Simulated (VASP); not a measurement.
Given:

```xyz
63
Lattice="10.9371 0.0000 0.0000 0.0000 10.9371 0.0000 0.0000 0.0000 10.9371" Properties=species:S:1:pos:R:3 pbc="T T T"
Si     5.4636     0.0052     0.0059
Si     6.8834     1.3601     1.3618
Si     8.2284     2.7150    10.8918
Si     9.5809     4.0729     1.3479
Si     8.2282    10.8895     2.7160
Si     9.5804     1.3468     4.0730
Si     0.0107    10.9324    10.9336
Si     1.4087     1.3607     1.3619
Si     2.7788     2.7392     0.0090
Si     4.1781     4.1059     1.4341
Si     5.4684     5.4773     0.0051
Si     6.8457     6.8129     1.3947
Si     8.2015     8.1730    10.9220
Si     9.5909     9.5234     1.3491
Si     2.7780     0.0068     2.7400
Si     4.1769     1.4317     4.1066
Si     5.6306     2.7649     2.7689
Si     8.1617     5.3556     2.7026
Si     9.4979     6.7694     4.0850
Si     5.4681     0.0030     5.4785
Si     6.8454     1.3940     6.8129
Si     8.1586     2.7016     5.3535
Si     9.4961     4.0845     6.7685
Si     8.2018    10.9218     8.1737
Si     9.5908     1.3485     9.5248
Si     0.0058     5.4677    10.9332
Si     1.4166     6.7999     1.4184
Si     2.7323     8.1983     0.0251
Si     4.1317     9.5239     1.4169
Si     0.0258     2.7204     2.7215
Si     1.3741     4.0990     4.1006
Si     2.8350     5.4629     2.8391
Si     4.2367     6.7062     4.4011
Si     5.4740     8.1084     2.8312
Si     6.8347     9.5612     4.1032
Si     0.0050    10.9323     5.4691
Si     1.4161     1.4173     6.8012
Si     2.8352     2.8376     5.4641
Si     4.2365     4.3996     6.7069
Si     6.5364     6.7125     6.7134
Si     8.1012     8.1010     5.4610
Si     9.5245     9.5173     6.8004
Si     2.7319     0.0236     8.1999
Si     4.1315     1.4159     9.5247
Si     5.4742     2.8306     8.1092
Si     6.8345     4.1017     9.5637
Si     8.1001     5.4602     8.1025
Si     9.5245     6.7988     9.5181
Si    10.9343     8.1573     2.7405
Si     1.3767     9.5664     4.1028
Si    10.9092     5.4567     5.4574
Si     1.3462     6.8395     6.8411
Si     2.7371     8.1868     5.4775
Si     4.0793     9.5748     6.8490
Si    10.9330     2.7396     8.1575
Si     1.3771     4.1018     9.5667
Si     2.7375     5.4763     8.1875
Si     4.0793     6.8473     9.5763
Si     5.4482     8.1998     8.2011
Si     6.8373     9.5717     9.5717
Si    10.9123     8.1963     8.1977
Si     1.3667     9.5687     9.5700
C      5.0726     5.8686     5.8691
```
Cell charge -1.

The numbers are results of PBE GGA, VASP's PBE PAW potentials (set 64) (plane waves; VASP 6.6.1), not measurements. Run with PREC = Normal, LREAL = Auto, ISYM = 0, NELECT = 253.0, 400 eV cut-off, 1×1×1 Γ-centred mesh, Gaussian smearing of 0.050 eV, potentials Si C. Starting moments (MAGMOM): 63*0.0159. The cell's moment is fixed (NUPDOWN = 1).

The cell is charged, with a uniform compensating background.  The supercell is sampled at Γ alone, which is coarse: total energies, pressure and levels can be off, energies of defects by several tenths of an eV.

Predict the cell moment, energy per atom (σ→0).

```
Quantity                        Value
---------------------  --------------
cell moment                   1.00 μB
energy per atom (σ→0)  -5.227 eV/atom
```

Give the moment on each site (PAW-sphere projection).

```tsv
site	moment (μB)
Si1	0.00
Si2	0.00
Si3	0.00
Si4	0.00
Si5	0.00
Si6	0.00
Si7	0.00
Si8	0.00
Si9	0.00
Si10	0.01
Si11	0.00
Si12	0.01
Si13	0.01
Si14	0.00
Si15	0.00
Si16	0.01
Si17	-0.03
Si18	0.13
Si19	0.00
Si20	0.00
Si21	0.01
Si22	0.13
Si23	0.00
Si24	0.01
Si25	0.00
Si26	0.01
Si27	0.00
Si28	0.00
Si29	0.00
Si30	0.00
Si31	0.00
Si32	0.00
Si33	0.00
Si34	0.00
Si35	0.00
Si36	0.01
Si37	0.00
Si38	0.00
Si39	0.00
Si40	0.00
Si41	0.00
Si42	0.00
Si43	0.00
Si44	0.00
Si45	0.00
Si46	0.00
Si47	0.00
Si48	0.00
Si49	0.01
Si50	0.01
Si51	0.00
Si52	0.00
Si53	0.00
Si54	0.00
Si55	0.01
Si56	0.01
Si57	0.00
Si58	0.00
Si59	0.00
Si60	0.01
Si61	0.00
Si62	0.00
C63	0.01
```

Total energies compare only between runs with the same potentials, cut-off and functional.

The cell is a supercell with a defect, built from Si (diamond): C_Si-vac_Si, charge -1.
